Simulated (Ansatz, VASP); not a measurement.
# Cross-check of WS2 between VASP and Ansatz

Aim: how closely do two programs agree when they are given the same cell, functional and k mesh? The structure shown is the start of the Ansatz relaxation below; VASP solves that cell, so the two are compared at the walk's first step.

Main program and level: Ansatz 0.2.0; plane waves, with VASP 6.6.1 beside it; single point at PBEsol.

**1. Set-up**

The cell holds 3 atoms: 1 W and 2 S. Cell: a = 3.180 Å, b = 3.180 Å, c = 30.050 Å, α = 90.0°, β = 90.0°, γ = 120.0°. As first built, before any earlier steps moved the atoms (in the runner's words): one layer cut from the layered crystal. Vacuum lies along c. The height across the vacuum is the one that the program set for its solve, not the one typed.

**2. Ansatz: relaxation, PBEsol**

Ansatz runs on its default PAW (the set named soft_2) files.

The two programs are compared at the cell with which this relaxation starts, whose forces are those of its first step.

The input, input.yaml:

```yaml
crystal:
  lattice:
    - [3.18, 0.0, 0.0]
    - [-1.59, 2.75396078, 0.0]
    - [0.0, 0.0, 19.125]
  atoms:
    - { symbol: W, position: [0.0, 0.0, 0.5] }
    - { symbol: S, position: [0.33333333, 0.66666667, 0.41830065] }
    - { symbol: S, position: [0.33333333, 0.66666667, 0.58169935] }
  periodic: [true, true, false]
kpoints:
  mp_grid: { grid: [10, 10, 1] }
scf:
  occupations: { method: fermi_dirac, width: 0.05 }
hamiltonian:
  xc: pbesol
  pseudopotentials: { kind: paw }
output:
  forces: true
  stress: true
relax:
  f_tol: 0.02
  max_steps: 50
  cell: {}
```

Started as:

```sh
$ ansatz run input.yaml --threads 4 --pin off --max-ram 8192MiB --backend cpu --events-out ev --progress --plain --runs-dir out
```

Numbers of over 12 decimals in the logs are rounded to 6 here.

The log of the run:

```text
Warning: crystal.periodic: the lattice vector that does not repeat stood 0.000° off the slab's normal, 19.125 Å along it as the deck builds it. The run solves the slab on a vector along the normal, 30.050 Å long, with every atom where it was (on the deck's vector they left 16.00 Å outside them, and the widest stretch free of ions among them is 1.56 Å). A fractional position that the run reports is one of the run's ce [...]
crystal.periodic: the lattice vector that does not repeat stood 0.000° off the slab's normal, 19.125 Å along it as the deck builds it. The run solves the slab on a vector along the normal, 30.050 Å long, with every atom where it was (on the deck's vector they left 16.00 Å outside them, and the widest stretch free of ions among them is 1.56 Å). A fractional position that the run reports is one of the run's cell, which [...]
Engine: ansatz 0.2.0, aarch64-unknown-linux-gnu
Pseudopotentials: kind: paw
Pseudopotential: W, paw, valence charge 14, recommended cutoff 420 eV (normal), W.paw.azcp
Pseudopotential: S, paw, valence charge 6, recommended cutoff 420 eV (normal), S.paw.azcp
Functional definition: PBEsol
  exchange = pbesol_x
  correlation = pbesol_c
Crystal: 3 atoms, lattice volume = 263.166 Å³
Basis set: ecut = 420 eV, 5213 PW (Γ), exchange–correlation on 48×48×432 points (8 copies of the dense FFT grid, shifted against one another)
Bands: 17, of which v1, the nominal top of the filled ones, is band 13 counted from 1 (12 counted from 0)
Symmetry: 12 space group operations
Space group: P-6m2 (ITA 187), of the structure as read, at distance tolerance 6.4e-5 Å
k-points: 14 of 100 (time reversal used)
Non-local potential: W, projectors of the file, l = 0: 3, l = 1: 2, l = 2: 2, l = 3: 1
Non-local potential: S, projectors of the file, l = 0: 2, l = 1: 2, l = 2: 2
PAW form: soft (Blöchl's): semilocal exchange-correlation on the pseudo side does not see the compensation charge
PAW frozen core: W, regenerated for the run's functional, and the local potential with it (the file was generated under x = pbe(κ = 0.804, μ = 0.219515), c = pbe(β = 0.066725))
PAW frozen core: S, regenerated for the run's functional, and the local potential with it (the file was generated under x = pbe(κ = 0.804, μ = 0.219515), c = pbe(β = 0.066725))
PAW one-centre angular grid: W, 590 points (default); XC on 64 Gauss nodes
PAW one-centre angular grid: S, 110 points (default); XC on 64 Gauss nodes
Initial density: superposition of atomic densities (neutral atoms: chi_scale 0, normalization atom), corrected by the library's trained network
Initial wavefunctions: pseudopotential atomic-orbital guess
Functional: x = pbesol(κ = 0.804, μ = 0.123457), c = pbesol(β = 0.046)
SCF iter   1: F=—  HF=-12029.049099 eV  |F-HF|=—  |Δ(HF+E_count)|=         —  Δρ=4.21e-3  dr2=1.09e-1  ethr=1.77e-3  ⟨swp⟩=14.7  Hψ=2383  notcnv=0
preconditioner: auto → none  [insulator: Δε(μ)=1.928 eV  Ē_g=8.665 eV  σ=0.050 eV  W_gap=1.00  n_scr=16 (ndim 8)  ℏωp=9.7 eV  f_vac=0.766  D(μ)=0.00/eV (n_scr^D=0)  ε∞_Penn≈2.3]
SCF iter   2: F=—  HF=-12029.098164 eV  |F-HF|=—  |Δ(HF+E_count)|=   4.91e-2  Δρ=6.13e-3  dr2=3.68e-1  ethr=4.19e-4  ⟨swp⟩=5.0  Hψ=801  notcnv=0  recentre
SCF iter   3: F=—  HF=-12029.038460 eV  |F-HF|=—  |Δ(HF+E_count)|=   5.97e-2  Δρ=1.49e-3  dr2=3.98e-3  ethr=4.19e-4  ⟨swp⟩=3.6  Hψ=478  notcnv=0
SCF iter   4: F=—  HF=-12029.041711 eV  |F-HF|=—  |Δ(HF+E_count)|=   3.25e-3  Δρ=3.76e-4  dr2=2.75e-4  ethr=1.53e-5  ⟨swp⟩=3.8  Hψ=686  notcnv=0
SCF iter   5: F=—  HF=-12029.041851 eV  |F-HF|=—  |Δ(HF+E_count)|=   1.41e-4  Δρ=1.39e-4  dr2=2.70e-5  ethr=1.06e-6  ⟨swp⟩=3.5  Hψ=535  notcnv=0
SCF iter   6: F=—  HF=-12029.041858 eV  |F-HF|=—  |Δ(HF+E_count)|=   6.10e-6  Δρ=3.30e-5  dr2=3.50e-6  ethr=1.04e-7  ⟨swp⟩=3.1  Hψ=532  notcnv=0
SCF iter   7: F=—  HF=-12029.041857 eV  |F-HF|=—  |Δ(HF+E_count)|=   7.79e-7  Δρ=9.33e-6  dr2=2.31e-7  ethr=1.35e-8  ⟨swp⟩=3.4  Hψ=525  notcnv=0
SCF iter   8: F=-12029.041857 eV  HF=-12029.041857 eV  |F-HF|=4.74e-9  |Δ(HF+E_count)|=   3.71e-8  Δρ=1.91e-6  dr2=1.11e-8  ethr=3.85e-10  ⟨swp⟩=8.3  Hψ=1286  notcnv=0
SCF 1 converged in 8 iterations: F = -12029.041857 eV  dr2 = 1.11e-8
  greatest PAW one-centre occupation: 1.000 electrons in one spin orbital (limit 2), on the W atom at site 0 (counted from 0), in its partial waves of l = 0
relax step   1: F+E_penalty+E_count = -12029.04185676 eV  Δ(F+E_penalty+E_count) = +0.000e0 eV  max|allowed force component| = 1.616e-1 eV/Å  Δτ_max = 0.0000 Å  P = -2.274 N/m  Ω = 263.166 Å³  fix = [c, alpha, beta]  reactions: c +0.000 N/m  (8 SCF iters, dr2 threshold 1.00e-7 eV, accepted)
[...]
relax step   2: F+E_penalty+E_count = -12029.05294325 eV  Δ(F+E_penalty+E_count) = -1.109e-2 eV  max|allowed force component| = 6.488e-2 eV/Å  Δτ_max = 0.0124 Å  P = +0.666 N/m  Ω = 255.332 Å³  energy of the carried Pulay correction = +2.538e-4 eV  fix = [c, alpha, beta]  reactions: c +0.000 N/m  (6 SCF iters, dr2 threshold 3.00e-7 eV, accepted)
[...]
relax step   3: F+E_penalty+E_count = -12029.05488768 eV  Δ(F+E_penalty+E_count) = -1.944e-3 eV  max|allowed force component| = 1.461e-2 eV/Å  Δτ_max = 0.0090 Å  P = -0.004 N/m  Ω = 257.622 Å³  energy of the carried Pulay correction = +1.788e-4 eV  fix = [c, alpha, beta]  reactions: c +0.000 N/m  (5 SCF iters, dr2 threshold 3.00e-7 eV, accepted)
[...]
relax step   4: F+E_penalty+E_count = -12029.05471270 eV  Δ(F+E_penalty+E_count) = +1.750e-4 eV  max|allowed force component| = 1.459e-2 eV/Å  Δτ_max = 0.0000 Å  P = -0.005 N/m  Ω = 257.622 Å³  fix = [c, alpha, beta]  reactions: c +0.000 N/m  stress off target by 4.79e-3 N/m on what of the cell is left free  SCF on the basis re-selected at this cell (its energy is not comparable with the rows above)  (6 SCF iters)
basis re-selected at this cell: Δ(F+E_penalty+E_count) = +1.750e-4 eV, ΔP = -0.001 N/m vs the last step (what re-selecting the basis moved, of the pressure what is left beyond the Pulay correction that the steps carried, after the strain that the cell walked since its last selection, with what the two solves' SCF thresholds leave and, on support functions, any second-order correction that the steps lacked; it is no m [...]
SCF converged after 6 iterations
Free energy (F): -12029.054713 eV
Harris-Foulkes:  -12029.054713 eV  (|F-HF|=6.00e-11)
Internal energy: -12029.054713 eV  (E = F + TS)
E sigma→0 (E₀):  -12029.054713 eV
Fermi energy:    -4.776743 eV
--- Per-component energies (eV) ---
  E_band       = -623.287170
  E_kinetic    = 666.983982
  E_local      = -44968.753034  (includes V_loc(G=0)·N_el)
  E_nonlocal   = 60.301729
  E_hartree    = 22085.241682
  E_xc         = -458.650175
  E_vxc        = -414.878763  (∫ρ·V_xc dr)
  E_paw        = -9604.536716  (= ΣΔE_a)
  E_vpaw       = -137.424380  (= ΣTr[D̂ρ^β])
  E_aug_tail   = -0.000066  (compensation charges beyond the density's cutoff)
  E_ewald      = 20190.012193
  E_core_change = 0.345691  (= ΣΔE_core)
  E_smearing   = -0.000000  (= −TS)
  E_closure    = -0.000000  (closes the sum)
  Σ components = -12029.054713   (vs F -12029.054713, Δ=0.00e0)
--- Forces (eV/Å), atoms counted from 1 ---
  atom   1  W      0.00000000    -0.00000000     0.00000000
  atom   2  S     -0.00000000     0.00000000    -0.01458906
  atom   3  S     -0.00000000     0.00000000     0.01458906
  max |Σ_I F_I| component: 1.16e-17 eV/Å
--- 2D stress c σ (N/m, compression-positive) ---
       -0.004794       0.000000       0.000000
        0.000000      -0.004794       0.000000
        0.000000       0.000000       0.000000
  P = ½ c Tr σ = -0.0048 N/m
--- Relaxed structure (3 steps of the walk, 3 accepted, 1 SCFs on fresh bases) ---
  F+E_penalty+E_count = -12029.05471270 eV   max|allowed force component| = 1.459e-2 eV/Å   (the final SCF, on the basis selected at the relaxed cell)
  cell:  # Å, volume = 257.6224 Å³
    - [3.146330, 0, 0.0]
    - [-1.573165, 2.724801, 0.0]
    - [0.0, 0.0, 30.050000275]
  atoms:
    - { symbol: W, position: [4.1119371588776395e-18, 5.3455182651819e-17, 0.318220] }
    - { symbol: S, position: [0.333333, 0.666667, 0.266111] }
    - { symbol: S, position: [0.333333, 0.666667, 0.370328] }
```

**3. VASP: single point, PBEsol, start cell**

The same cell, functional, mesh and smearing now go to VASP, with its own data sets.

Lines of VASP's logs that name or quote its potential files are left out, and so is its time.

The input, INCAR:

```
SYSTEM = WS2
PREC = Accurate
ENCUT = 520
EDIFF = 1E-06
NELM = 120
ISMEAR = -1
SIGMA = 0.05
LREAL = .FALSE.
ALGO = Normal
GGA = PS
NBANDS = 15
LASPH = .TRUE.
LORBIT = 11
LWAVE = .FALSE.
LCHARG = .FALSE.
ISIF = 2
LDIPOL = .TRUE.
IDIPOL = 3
DIPOL = 0.5 0.5 0.318
LVHAR = .TRUE.
GGA_COMPAT = .FALSE.
EFERMI = MIDGAP
NELMDL = -8
```

The input, POSCAR:

```
WS2
1.0
    3.1800000000      0.0000000000      0.0000000000
   -1.5900000000      2.7539610000      0.0000000000
    0.0000000000      0.0000000000     30.0500000000
W S
1 2
Direct
    0.0000000000      0.0000000000      0.3182196339
    0.3333333333      0.6666666667      0.2662229617
    0.3333333333      0.6666666667      0.3702163062
```

The input, KPOINTS:

```
Automatic mesh
0
Gamma
10 10 1
0 0 0
```

PAW data sets: W and S (PBE family, release 64).

Started as:

```sh
$ mpirun -np 1 vasp_std
```

The log of the run:

```text
[banner, memory and clock lines left out]
running    1 mpi-ranks, on    1 nodes
 distrk:  each k-point on    1 cores,    1 groups
 distr:  one band on    1 cores,    1 groups

 POSCAR found type information on POSCAR W S
 POSCAR found :  2 types and       3 ions
|                                                                             |
|               ----> ADVICE to this user running VASP <----                  |
|                                                                             |
|     You enforced a specific xc type in the INCAR file but a different       |
|     [... a line on the potential file left out ...]
|     I HOPE YOU KNOW WHAT YOU ARE DOING!                                     |
|                                                                             |

 LDA part: xc-table for (Slater+PW92), standard interpolation
 POSCAR, INCAR and KPOINTS ok, starting setup
 FFT: planning ... GRIDC
 FFT: planning ... GRID_SOFT
 FFT: planning ... GRID
 WAVECAR not read
 entering main loop
       N       E                     dE             d eps       ncg     rms          rms(c)
DAV:   1     0.140005447424E+03    0.14001E+03   -0.58462E+03   420   0.852E+02
DAV:   2    -0.781460329152E+01   -0.14782E+03   -0.13805E+03   693   0.165E+02
DAV:   3    -0.262888370296E+02   -0.18474E+02   -0.18331E+02   595   0.735E+01
DAV:   4    -0.266765467114E+02   -0.38771E+00   -0.38554E+00   546   0.132E+01
DAV:   5    -0.266873662261E+02   -0.10820E-01   -0.10812E-01   583   0.216E+00
DAV:   6    -0.266877820483E+02   -0.41582E-03   -0.41581E-03   569   0.433E-01
DAV:   7    -0.266878019734E+02   -0.19925E-04   -0.19924E-04   634   0.866E-02
DAV:   8    -0.266878026752E+02   -0.70185E-06   -0.70186E-06   530   0.157E-02    0.282E+01
DAV:   9    -0.255161954675E+02    0.11716E+01   -0.31534E+00   630   0.127E+01    0.122E+01
DAV:  10    -0.253702876276E+02    0.14591E+00   -0.10366E+00   546   0.815E+00    0.591E+00
DAV:  11    -0.252957700698E+02    0.74518E-01   -0.15399E-01   560   0.339E+00    0.922E-01
DAV:  12    -0.252944597421E+02    0.13103E-02   -0.28062E-02   588   0.115E+00    0.466E-01
DAV:  13    -0.252927303722E+02    0.17294E-02   -0.67358E-03   574   0.590E-01    0.171E-01
DAV:  14    -0.252926724551E+02    0.57917E-04   -0.55855E-04   567   0.192E-01    0.578E-02
[...]
DAV:  19    -0.252929187186E+02   -0.80938E-04   -0.61338E-06   490   0.118E-02    0.798E-03
DAV:  20    -0.252929270985E+02   -0.83798E-05   -0.25667E-07   490   0.316E-03    0.139E-03
DAV:  21    -0.252929508576E+02   -0.23759E-04   -0.50101E-07   403   0.263E-03    0.114E-03
DAV:  22    -0.252929581047E+02   -0.72471E-05   -0.67570E-07   467   0.206E-03    0.501E-04
DAV:  23    -0.252929655333E+02   -0.74286E-05   -0.17808E-07   427   0.143E-03    0.343E-04
DAV:  24    -0.252929690610E+02   -0.35277E-05   -0.11989E-07   441   0.900E-04    0.256E-04
DAV:  25    -0.252929707178E+02   -0.16568E-05   -0.30749E-08   448   0.482E-04    0.764E-05
DAV:  26    -0.252929716054E+02   -0.88765E-06   -0.16587E-08   413   0.355E-04
   1 F= -.25292972E+02 E0= -.25292972E+02  d E =-.275070E-09
```

OUTCAR, selected parts (step 3):

```text
ion  position               nearest neighbor table
   1  0.000  0.000  0.318-   2 2.41   2 2.41   3 2.41   3 2.41   2 2.41   3 2.41
   2  0.333  0.667  0.266-   1 2.41   1 2.41   1 2.41
   3  0.333  0.667  0.370-   1 2.41   1 2.41   1 2.41

  LATTYP: Found a hexagonal cell.
 ALAT       =     3.1800000000
 C/A-ratio  =     9.4496855346

 Subroutine GETGRP returns: Found 12 space group operations
 (whereof  6 operations were pure point group operations)

The static configuration has the point symmetry C_3v.
 The point group associated with its full space group is D_3h.

 Found     14 irreducible k-points:

   k-points           NKPTS =     14   k-points in BZ     NKDIM =     14   number of bands    NBANDS=     15

   dimension x,y,z NGX =    24 NGY =   24 NGZ =  224
   dimension x,y,z NGXF=    48 NGYF=   48 NGZF=  448

   ENCUT  =  520.0 eV  38.22 Ry    6.18 a.u.   5.91  5.91 55.87*2*pi/ulx,y,z

   NELECT =      18.0000    total number of electrons

 k-points in reciprocal lattice and weights: Automatic mesh
   0.00000000  0.00000000  0.00000000       0.010
   0.10000000  0.00000000  0.00000000       0.060
   0.20000000  0.00000000  0.00000000       0.060
   0.30000000 -0.00000000  0.00000000       0.060
   0.40000000 -0.00000000  0.00000000       0.060
   0.50000000 -0.00000000  0.00000000       0.030
   0.10000000  0.10000000  0.00000000       0.060
   0.20000000  0.10000000  0.00000000       0.120
   0.30000000  0.10000000  0.00000000       0.120
[...]
0.40000000  0.20000000  0.00000000       0.060
   0.30000000  0.30000000  0.00000000       0.060

 dipolmoment           0.000000      0.000000      0.000003 electrons x Angstroem

 average (electrostatic) potential at core
       1 -48.7847       2 -94.8484       3 -94.8484

 E-fermi :  -2.4906

 k-point     1 :       0.0000    0.0000    0.0000
  band No.  band energies     occupation
    ...
      5      -6.3171      2.00000
      6      -5.5090      2.00000
      7      -5.0579      2.00000
      8      -5.0579      2.00000
      9      -3.4760      2.00000
     10      -0.5301      0.00000
     11      -0.5301      0.00000
     12      -0.3440      0.00000
     13      -0.3440      0.00000
     14       1.6198      0.00000
    ...

 k-point     2 :       0.1000    0.0000    0.0000
  band No.  band energies     occupation
    ...
      5      -6.1544      2.00000
      6      -6.0604      2.00000
      7      -5.3112      2.00000
      8      -4.7962      2.00000
      9      -3.5684      2.00000
     10      -0.7231      0.00000
     11      -0.6626      0.00000
     12      -0.4921      0.00000
     13      -0.2300      0.00000
     14       2.0431      0.00000
    ...

 k-point     3 :       0.2000    0.0000    0.0000
  band No.  band energies     occupation
    ...
      5      -6.8766      2.00000
      6      -5.8522      2.00000
      7      -5.7226      2.00000
      8      -4.8871      2.00000
      9      -3.9920      2.00000
     10      -1.1113      0.00000
     11      -0.7728      0.00000
     12      -0.5243      0.00000
     13       0.3930      0.00000
     14       2.6657      0.00000
    ...

  Total       -1.4124560     -1.4124562     -0.6200264      0.0000000      0.0000000      0.0000000
  in kB       -8.5991617     -8.5991631     -3.7747776      0.0000000      0.0000000      0.0000000
  external PRESSURE =      -6.9910341 kB  Pullay stress =       0.0000000 kB

  energy-cutoff  :      520.00
  volume of cell :      263.17
      direct lattice vectors                 reciprocal lattice vectors
     3.180000000  0.000000000  0.000000000     0.314465409  0.181556674  0.000000000
    -1.590000000  2.753961000  0.000000000     0.000000000  0.363113348  0.000000000
     0.000000000  0.000000000 30.050000000     0.000000000  0.000000000  0.033277870

 POSITION                                       TOTAL-FORCE (eV/Angst)
 -----------------------------------------------------------------------------------
      0.00000      0.00000      9.56250        -0.000000     -0.000000     -0.000000
     -0.00000      1.83597      8.00000         0.000000      0.000000      0.190495
     -0.00000      1.83597     11.12500         0.000000      0.000000     -0.190495
 -----------------------------------------------------------------------------------
    total drift:                                0.000000     -0.000001      0.000032

  FREE ENERGIE OF THE ION-ELECTRON SYSTEM (eV)
  ---------------------------------------------------
  free  energy   TOTEN  =       -25.2929716054 eV

  energy  without entropy=      -25.2929716052  energy(sigma->0) =      -25.29297161

 vacuum level on the upper side and lower side of the slab         2.307         2.307

 total charge
# of ion       s       p       d       tot
------------------------------------------
    1        0.560   0.707   4.269   5.536
    2        1.352   2.341   0.000   3.693
    3        1.352   2.341   0.000   3.693
--------------------------------------------------
tot          3.264   5.390   4.269  12.922

[... 3 further parts left out ...]
```

**4. Side by side**

Known differences besides the potentials themselves: Ansatz cuts the interaction across the vacuum, VASP repeats the sheet with a dipole correction; the data sets hold 26 valence electrons in Ansatz (on its default PAW (the set named soft_2) files) and 18 in VASP; the cutoff is 420 eV in Ansatz and 520 eV in VASP; Ansatz makes its cores anew for this functional, VASP keeps those of its PBE data sets. Total energies have different zeros and are not compared.

Forces (eV/Å; atoms numbered as in POSCAR):

| atom | Ansatz x, y, z | VASP x, y, z |
| --- | --- | --- |
| W1 | 0.000, 0.000, 0.000 | 0.000, 0.000, 0.000 |
| S2 | 0.000, 0.000, 0.162 | 0.000, 0.000, 0.190 |
| S3 | 0.000, 0.000, -0.162 | 0.000, 0.000, -0.190 |

The forces differ by 14 meV/Å r.m.s., which is 15.2 % of the r.m.s. force of 0.090 eV/Å (both taken over all components). With vacuum in the cell, a pressure given here is an average over mostly empty space and none of the material.

**5. Results**

| Property | Result |
| --- | --- |
| r.m.s. force difference (single point, PBEsol, start cell) | 14 meV/Å |

In words: The r.m.s. force difference is 14 meV/Å (single point, PBEsol, start cell), beyond the 12 meV/Å picked in this series as the mark of a large difference. The data sets hold unlike numbers of valence electrons (26 in Ansatz and 18 in VASP), so part of the differences comes from the potentials. What causes the difference of the single point, PBEsol, start cell pair stays open here. 1 further run of this series is not shown here. Such differences can come from data sets, numerical settings and the points named under the comparisons, not from the functional's error against experiment.

[Lines on the potential files, build, host, timing and source positions are cut from VASP's logs without a mark.]

[Logs are printed without paths, hosts, clocks, repeated set-up lines and the standing remarks that a program may print on its own settings, such as how far it seeks lower states.]

[Hosts, paths, dates, database ids (printed as entryN), source tags and the programs' standing remarks are cut or masked in the printed files.]
